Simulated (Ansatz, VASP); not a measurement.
# Cross-check of Mg (Magnesium) between VASP and Ansatz, part 2 of 2

Aim: how closely do two programs agree when they are given the same cell, functional and k mesh? The cell is taken from a series of runs on this material, whose earlier steps may have relaxed, scaled, displaced or heated it; both programs get it as it stands.

VASP 6.6.1 and Ansatz 0.2.0.

So far: The starting structure; VASP: zone-centre phonons, LDA, pair 1; Ansatz: zone-centre phonons, LDA, pair 1; Side by side.

**5. Ansatz: zone-centre phonons, LDA, pair 2**

Level of this step: Ansatz beside VASP: Kohn-Sham DFT, plane waves, LDA (Ansatz).

Second derivatives magnify differences that forces hide, and they need a tight electronic threshold. The cell compared in this pair holds 44.93 Å³, against 44.07 Å³ for the pair before.

The cell is taken from a series of runs on this material, whose earlier steps may have relaxed, scaled, displaced or heated it; both programs get it as it stands.

Input file input.yaml:

```yaml
crystal:
  lattice:
    - [3.1910874755, 0.0, 0.0]
    - [-1.5955437378, 2.7635628195, 0.0]
    - [0.0, 0.0, 5.0947044719]
  atoms:
    - { symbol: Mg, position: [0.3333333333, 0.6666666667, 0.25] }
    - { symbol: Mg, position: [0.6666666667, 0.3333333333, 0.75] }
kpoints:
  mp_grid: { grid: [15, 15, 8] }
hamiltonian:
  xc: lda
  pseudopotentials: { kind: paw, azcp: { folder: soft_1 }, xc_functional: pbe }
scf:
  occupations: { method: methfessel_paxton, width: 0.2 }
output:
  eigenvalues: true
phonons:
  method: dfpt
```

On the command line:

```sh
$ ansatz run input.yaml --threads 4 --pin off --max-ram 10240MiB --backend cpu --events-out ev --progress --plain --runs-dir out
```

Numbers of over 12 decimals in the logs are rounded to 6 here.

The program printed:

```text
[...]
Crystal: 2 atoms, lattice volume = 44.929 Å³
Basis set: ecut = 420 eV, 881 PW (Γ), exchange–correlation on 48×48×72 points (8 copies of the dense FFT grid, shifted against one another)
Bands: 14, of which v1, the nominal top of the filled ones, is band 10 counted from 1 (9 counted from 0)
Symmetry: 24 space group operations
k-points: 320 of 1800 (irreducible under 4 space group operations, time reversal used)
[...]
k-point 1: bands = [... 6 lower, -37.1269, -37.1269, -1.3253, 2.9236, 5.7111, 16.4974, 16.4974, 16.5305]
  k-point 2: bands = [... 6 lower, -37.1275, -37.1275, -1.0528, 1.7973, 7.3025, 14.9773, 16.7063, 16.7063]
  k-point 319: bands = [... 6 lower, -37.1337, -37.1337, 3.1625, 3.1625, 8.0443, 8.0443, 9.4840, 9.4840]
[...]
ASR residual: 2.258e-4 → 0.000e0 eV/Å²; symmetrization residual: 1.785e-10 eV/Å²
  ASR residual per site (eV/Å²): 2.26e-4 2.26e-4
  Γ frequencies (cm⁻¹): 0.00 0.00 0.00 126.94 126.94 243.46
[...]
[key lines of the parts left out:]
SCF converged after 6 iterations
Free energy (F): -3803.200478 eV
Fermi energy:    5.586328 eV
```

**6. VASP: zone-centre phonons, LDA, pair 2**

The same cell, functional (in two slightly different forms), mesh and smearing now go to VASP, with its own data sets.

Input file INCAR:

```
SYSTEM = Mg
PREC = Accurate
ENCUT = 600
EDIFF = 1E-08
NELM = 120
ISMEAR = 1
SIGMA = 0.2
LREAL = .FALSE.
ALGO = Normal
GGA = CA
NBANDS = 8
LORBIT = 11
LWAVE = .FALSE.
LCHARG = .FALSE.
ISIF = 2
IBRION = 8
LASPH = .TRUE.
GGA_COMPAT = .FALSE.
KPAR = 2
```

Input file POSCAR:

```
Mg
1.0
    3.1910874755      0.0000000000      0.0000000000
   -1.5955437378      2.7635628195      0.0000000000
    0.0000000000      0.0000000000      5.0947044719
Mg
2
Direct
    0.3333333333      0.6666666667      0.2500000000
    0.6666666667      0.3333333333      0.7500000000
```

Input file KPOINTS:

```
Automatic mesh
0
Gamma
15 15 8
0 0 0
```

Potentials, in the order of the species: Mg (LDA family, release 64).

On the command line:

```sh
$ mpirun -np 2 vasp_std
```

The program printed:

```text
[... set-up lines as in an earlier step ...]
 entering main loop
       N       E                     dE             d eps       ncg     rms          rms(c)
DAV:   1    -0.111421565326E+01   -0.11142E+01   -0.14146E+03  2160   0.393E+02
DAV:   2    -0.361623150515E+01   -0.25020E+01   -0.23815E+01  2928   0.227E+01
DAV:   3    -0.363051190966E+01   -0.14280E-01   -0.14275E-01  2928   0.218E+00
DAV:   4    -0.363053944375E+01   -0.27534E-04   -0.27534E-04  3056   0.794E-02
[...]
DAV:   8    -0.360977418917E+01    0.69670E-05   -0.14935E-05  3496   0.223E-02    0.671E-03
DAV:   9    -0.360977309702E+01    0.10921E-05   -0.64019E-07  2576   0.403E-03    0.607E-04
DAV:  10    -0.360977309153E+01    0.54927E-08   -0.22176E-09  3264   0.337E-04
   1 F= -.36097731E+01 E0= -.36091239E+01  d E =-.194767E-02
 Linear response reoptimize wavefunctions to high precision
DAV:   1    -0.360977309184E+01   -0.31346E-09   -0.83114E-11  2328   0.721E-05
DAV:   2    -0.360977309184E+01   -0.85265E-13   -0.60736E-13  1664   0.454E-06
 Linear response DOF=           2
 Linear response progress:
[...]
RMM:   8    -0.133083811397E-02    0.20336E-08    0.39570E-11 13616   0.240E-06    0.310E-07
 first order change of Fermi-energy   0.43030E-07
 force on displaced ion       1 direction 1 :  -0.726   0.000   0.000
 Linear response progress:
  Degree of freedom:   2/  2
       N       E                     dE             d eps       ncg     rms          rms(c)
RMM:   1    -0.131899158691E-01   -0.13190E-01   -0.72454E-02  6905   0.304E-01
RMM:   2    -0.414914968950E-02    0.90408E-02   -0.10998E-03  4754   0.393E-02    0.302E-02
RMM:   3    -0.403272101015E-02    0.11643E-03   -0.52967E-05  4770   0.123E-02    0.137E-02
RMM:   4    -0.406061116322E-02   -0.27890E-04   -0.14899E-05  4830   0.655E-03    0.514E-03
RMM:   5    -0.405903802971E-02    0.15731E-05   -0.33509E-06  4905   0.270E-03    0.242E-04
RMM:   6    -0.405910091191E-02   -0.62882E-07    0.59968E-07  4984   0.284E-04    0.138E-04
RMM:   7    -0.405927876111E-02   -0.17785E-06    0.26509E-08  5061   0.797E-05    0.695E-06
RMM:   8    -0.405931241952E-02   -0.33658E-07    0.97179E-08  5198   0.108E-05    0.243E-06
RMM:   9    -0.405930929866E-02    0.31209E-08    0.35483E-08  4890   0.274E-06    0.714E-07
 first order change of Fermi-energy  -0.36723E-05
 force on displaced ion       1 direction 3 :  -0.000  -0.000  -2.665
 Linear response finished
```

OUTCAR, selected parts (step 6):

```text
  Total       -0.4931647     -0.4931647     -0.4924830      0.0000000      0.0000000      0.0000000
  in kB      -17.5863416    -17.5863416    -17.5620331      0.0000000      0.0000000      0.0000000
  external PRESSURE =     -17.5782388 kB  Pullay stress =       0.0000000 kB

 POSITION                                       TOTAL-FORCE (eV/Angst)
 -----------------------------------------------------------------------------------
     -0.00000      1.84238      1.27368        -0.000000      0.000000      0.000000
      1.59554      0.92119      3.82103         0.000000     -0.000000      0.000000
 -----------------------------------------------------------------------------------
    total drift:                                0.000000     -0.000000      0.000000

[... 1 part as in an earlier step ...]

[... 1 further part left out ...]
```

**7. Comparison**

What differs besides the data sets and the points named for the pairs above, as far as they apply: the data sets hold 20 valence electrons in Ansatz (on its PAW soft_1 files) and 4 in VASP. Total energies have different zeros and are not compared.

Compared:

```tsv
quantity	Ansatz	VASP	difference
optical mode 1 to 2 (cm⁻¹)	126.9	127.5	-0.42 %
optical mode 3 (cm⁻¹)	243.5	244.2	-0.30 %
```

Modes are paired by rising frequency, not by their patterns, so a pair may set unlike modes beside each other; they are those without the splitting of longitudinal modes.

**8. Results**

```
r.m.s. difference of the optical zone-centre modes, each program's sorted by frequency (zone-centre phonons, LDA, pair 1) : 0.49 cm⁻¹
r.m.s. difference of the optical zone-centre modes, each program's sorted by frequency (zone-centre phonons, LDA, pair 2) : 0.60 cm⁻¹
```

The r.m.s. difference of the optical zone-centre modes, each program's sorted by frequency is 0.49 cm⁻¹ (zone-centre phonons, LDA, pair 1). The data sets hold unlike numbers of valence electrons (20 in Ansatz and 4 in VASP), so part of the differences comes from the potentials. How closely two codes agree says nothing of how well the functional describes the real material.

[Lines on the potential files, build, host, timing and source positions are cut from VASP's logs without a mark.]

[Logs are printed without paths, hosts, clocks, repeated set-up lines and the standing remarks that a program may print on its own settings, such as how far it seeks lower states.]

[Hosts, paths, dates, database ids (printed as entryN), source tags and the programs' standing remarks are cut or masked in the printed files.]
